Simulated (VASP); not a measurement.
Consider the following.

```
ZrSi
1.0
    3.66392     0.00000     0.00000
   -1.83196     3.17305     0.00000
    0.00000     0.00000     6.87161
Zr Si
2 2
Direct
  0.00000   0.00000   0.00000
  0.00000   0.00000   0.50000
  0.33333   0.66667   0.25000
  0.66667   0.33333   0.75000
```

These are PBEsol GGA, VASP's PBE PAW potentials (set 64) (plane waves; VASP) values and carry that method's errors. Numerical set-up: 400 eV cut-off, 11×11×5 Γ-centred mesh, tetrahedra with Blöchl corrections, potentials Zr_sv Si.

Q: Estimate the energy per atom (σ→0), band gap (on the k-mesh) with the smallest direct gap where there is one.

A: 
* **band gap (on the k-mesh)**: none (metal, semimetal or under 0.01 eV)
* **energy per atom (σ→0)**: -7.938 eV/atom

Total energies compare only between runs with the same potentials, cut-off and functional.

The structure was generated: ZrSi was put into the NiAs type (P6_3/mmc), which need not be its known phase. It was relaxed first, which changed the volume by -28 %.
